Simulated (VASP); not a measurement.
Output of a VASP run:

File OSZICAR:
```
...
 Linear response progress:
  Degree of freedom:   5/  6
       N       E                     dE             d eps       ncg     rms          rms(c)
RMM:   1    -0.538560866000E-01   -0.53856E-01    0.13353E-02  7573   0.233E+00
RMM:   2    -0.476508971565E-01    0.62052E-02   -0.62168E-03  5840   0.607E-01    0.199E-01
RMM:   3    -0.487151983887E-01   -0.10643E-02   -0.82271E-03  5987   0.611E-01    0.444E-01
RMM:   4    -0.474981093111E-01    0.12171E-02   -0.50574E-03  6063   0.486E-01    0.129E-01
RMM:   5    -0.475648316509E-01   -0.66722E-04   -0.88128E-04  5361   0.232E-01    0.349E-02
RMM:   6    -0.477190512326E-01   -0.15422E-03   -0.20958E-04  6104   0.777E-02    0.115E-02
RMM:   7    -0.477149746802E-01    0.40766E-05   -0.29672E-05  6029   0.404E-02    0.690E-03
RMM:   8    -0.477401775999E-01   -0.25203E-04   -0.51334E-06  6229   0.180E-02    0.246E-03
RMM:   9    -0.477400240382E-01    0.15356E-06   -0.15197E-06  7484   0.782E-03    0.258E-03
RMM:  10    -0.477394561495E-01    0.56789E-06   -0.14678E-07  7747   0.227E-03    0.227E-03
RMM:  11    -0.477384308382E-01    0.10253E-05   -0.13391E-07  5705   0.246E-03    0.927E-04
RMM:  12    -0.477377985957E-01    0.63224E-06    0.82823E-08  5538   0.222E-03    0.543E-04
RMM:  13    -0.477379967054E-01   -0.19811E-06   -0.19450E-08  7308   0.594E-04    0.166E-04
RMM:  14    -0.477381666117E-01   -0.16991E-06    0.63588E-09  8028   0.241E-04    0.717E-05
RMM:  15    -0.477380731402E-01    0.93472E-07   -0.95087E-09  7288   0.101E-04    0.231E-05
RMM:  16    -0.477381108211E-01   -0.37681E-07   -0.10222E-08  8042   0.443E-05    0.149E-05
RMM:  17    -0.477381189225E-01   -0.81014E-08   -0.15004E-09  8335   0.190E-05    0.518E-06
 Linear response progress:
  Degree of freedom:   6/  6
       N       E                     dE             d eps       ncg     rms          rms(c)
RMM:   1    -0.497276550140E-01   -0.49728E-01    0.17562E-02 10454   0.221E+00
RMM:   2    -0.448275363760E-01    0.49001E-02   -0.73092E-03  8478   0.529E-01    0.173E-01
RMM:   3    -0.446043496581E-01    0.22319E-03   -0.20625E-03  8930   0.244E-01    0.861E-02
RMM:   4    -0.451762199772E-01   -0.57187E-03   -0.13074E-03  8863   0.180E-01    0.191E-02
RMM:   5    -0.451529417489E-01    0.23278E-04   -0.55069E-05  8098   0.636E-02    0.267E-02
RMM:   6    -0.450968357009E-01    0.56106E-04   -0.34297E-05  8026   0.412E-02    0.655E-03
RMM:   7    -0.451421332529E-01   -0.45298E-04   -0.35887E-06 10840   0.145E-02    0.294E-03
RMM:   8    -0.451428000489E-01   -0.66680E-06   -0.23924E-07 10054   0.547E-03    0.206E-03
RMM:   9    -0.451371540250E-01    0.56460E-05    0.12708E-06  9772   0.255E-03    0.512E-04
RMM:  10    -0.451382514368E-01   -0.10974E-05    0.18768E-07 10014   0.127E-03    0.323E-04
RMM:  11    -0.451391854478E-01   -0.93401E-06    0.10496E-07 10956   0.628E-04    0.249E-04
RMM:  12    -0.451391044628E-01    0.80985E-07   -0.28588E-08 11134   0.225E-04    0.881E-05
RMM:  13    -0.451390933866E-01    0.11076E-07   -0.34891E-08 10420   0.126E-04    0.305E-05
RMM:  14    -0.451391068277E-01   -0.13441E-07   -0.45291E-09 11803   0.530E-05    0.623E-06
RMM:  15    -0.451391239737E-01   -0.17146E-07   -0.56955E-09 11606   0.180E-05    0.323E-06
RMM:  16    -0.451391231223E-01    0.85142E-09    0.10220E-09 11995   0.103E-05    0.111E-06
 Linear response finished
```

**OUTCAR**
```
------------------------ aborting loop because EDIFF is reached ----------------------------------------

   1 f  =   24.426279 THz   153.474836 2PiTHz  814.772956 cm-1   101.018926 meV
             X         Y         Z           dx          dy          dz
      1.451695 -2.765430  2.176462     0.000000   -0.000000   -0.072510
      1.451695  2.765430  0.725487     0.000000   -0.000000    0.072510
      1.451695 -0.506421  2.176462    -0.000000   -0.000000   -0.703379
      1.451695  0.506421  0.725487    -0.000000    0.000000    0.703379

   2 f  =   20.479992 THz   128.679583 2PiTHz  683.138992 cm-1    84.698402 meV
             X         Y         Z           dx          dy          dz
      1.451695 -2.765430  2.176462    -0.000000    0.100466    0.000000
      1.451695  2.765430  0.725487    -0.000000   -0.100466   -0.000000
      1.451695 -0.506421  2.176462     0.000000   -0.699933   -0.000000
      1.451695  0.506421  0.725487     0.000000    0.699933   -0.000000

   3 f  =   18.649317 THz   117.177113 2PiTHz  622.074247 cm-1    77.127342 meV
             X         Y         Z           dx          dy          dz
      1.451695 -2.765430  2.176462     0.292766    0.000000    0.000000
      1.451695  2.765430  0.725487     0.292766   -0.000000    0.000000
      1.451695 -0.506421  2.176462    -0.643652   -0.000000   -0.000000
      1.451695  0.506421  0.725487    -0.643652   -0.000000   -0.000000

   4 f  =   17.389562 THz   109.261842 2PiTHz  580.053359 cm-1    71.917418 meV
             X         Y         Z           dx          dy          dz
      1.451695 -2.765430  2.176462     0.079557    0.000000    0.000000
      1.451695  2.765430  0.725487    -0.079557    0.000000    0.000000
      1.451695 -0.506421  2.176462     0.702617   -0.000000   -0.000000
      1.451695  0.506421  0.725487    -0.702617   -0.000000   -0.000000

   5 f  =   17.020043 THz   106.940086 2PiTHz  567.727532 cm-1    70.389211 meV
             X         Y         Z           dx          dy          dz
      1.451695 -2.765430  2.176462     0.000000   -0.293207    0.000000
      1.451695  2.765430  0.725487    -0.000000   -0.293207    0.000000
      1.451695 -0.506421  2.176462     0.000000    0.643451   -0.000000
      1.451695  0.506421  0.725487    -0.000000    0.643451   -0.000000

   6 f  =   16.602194 THz   104.314661 2PiTHz  553.789581 cm-1    68.661126 meV
             X         Y         Z           dx          dy          dz
      1.451695 -2.765430  2.176462     0.000000   -0.000000   -0.293108
      1.451695  2.765430  0.725487     0.000000   -0.000000   -0.293108
      1.451695 -0.506421  2.176462     0.000000    0.000000    0.643497
      1.451695  0.506421  0.725487    -0.000000    0.000000    0.643497

   7 f  =   10.341402 THz    64.976947 2PiTHz  344.952051 cm-1    42.768584 meV
             X         Y         Z           dx          dy          dz
      1.451695 -2.765430  2.176462     0.000000   -0.699933    0.000000
      1.451695  2.765430  0.725487     0.000000    0.699933   -0.000000
      1.451695 -0.506421  2.176462     0.000000   -0.100466   -0.000000
      1.451695  0.506421  0.725487    -0.000000    0.100466   -0.000000

   8 f  =    8.498105 THz    53.395167 2PiTHz  283.466263 cm-1    35.145322 meV
             X         Y         Z           dx          dy          dz
      1.451695 -2.765430  2.176462    -0.702617    0.000000   -0.000000
      1.451695  2.765430  0.725487     0.702617    0.000000    0.000000
      1.451695 -0.506421  2.176462     0.079557    0.000000    0.000000
      1.451695  0.506421  0.725487    -0.079557    0.000000    0.000000

   9 f  =    8.262879 THz    51.917197 2PiTHz  275.619960 cm-1    34.172504 meV
             X         Y         Z           dx          dy          dz
      1.451695 -2.765430  2.176462     0.000000   -0.000000   -0.703379
      1.451695  2.765430  0.725487    -0.000000   -0.000000    0.703379
      1.451695 -0.506421  2.176462    -0.000000   -0.000000    0.072510
      1.451695  0.506421  0.725487     0.000000    0.000000   -0.072510

  10 f/i=    0.004281 THz     0.026897 2PiTHz    0.142793 cm-1     0.017704 meV
             X         Y         Z           dx          dy          dz
      1.451695 -2.765430  2.176462    -0.000000   -0.643451    0.000000
      1.451695  2.765430  0.725487    -0.000000   -0.643451    0.000000
      1.451695 -0.506421  2.176462    -0.000000   -0.293207    0.000000
...
```
(Selected blocks of OUTCAR.)

File POSCAR:
```
CrB
1
    1.4516950000    -3.8991450000     0.0000000000
    1.4516950000     3.8991450000     0.0000000000
    0.0000000000     0.0000000000     2.9019500000
Cr B
2 2
Direct
  0.8546200000   0.1453800000   0.7500000000
  0.1453800000   0.8546200000   0.2500000000
  0.5649400000   0.4350600000   0.7500000000
  0.4350600000   0.5649400000   0.2500000000
```

Q: Reconstruct the remaining input files.

A: One answer among several that fit: the input of the run itself, LDA (Ceperley-Alder, Perdew-Zunger), plane waves, VASP's LDA PAW potentials (set 64).

**INCAR**
```
ALGO = Normal
LASPH = T
LWAVE = F
EDIFF = 1E-8
SYSTEM = CrB
ISIF = 2   ! forces and stress, cell fixed
SIGMA = 0.1   ! width (eV)
LREAL = F   ! projection in real space or not
ISMEAR = -1   ! Fermi-Dirac
IBRION = 8
LCHARG = F
NSW = 1
ENCUT = 400   ! plane-wave cut-off (eV)
LMAXMIX = 4
LEPSILON = F
NELM = 100   ! most electronic steps
PREC = Accurate
```

KPOINTS:
```
Automatic
0
gamma
 8 8 8
```

POTCAR, in this order: Cr_pv B (LDA.64 set). Program: vasp_std.

At this cut-off the stress carries a Pulay error, which pulls relaxed volumes low.

The structure comes from a computed database's CrB entry (Cmcm); how it stands against other phases isn't given here. The cell was not relaxed at this level. The run is one of a series of settings (EDIFF = 1E-8, GGA removed, IBRION = 8, LEPSILON = .FALSE., NSW = 1, POTCAR Cr_pv B (LDA.64 set) against the base run), some of them coarse on purpose. The run is not spin-polarised, so no magnetic state was tried.
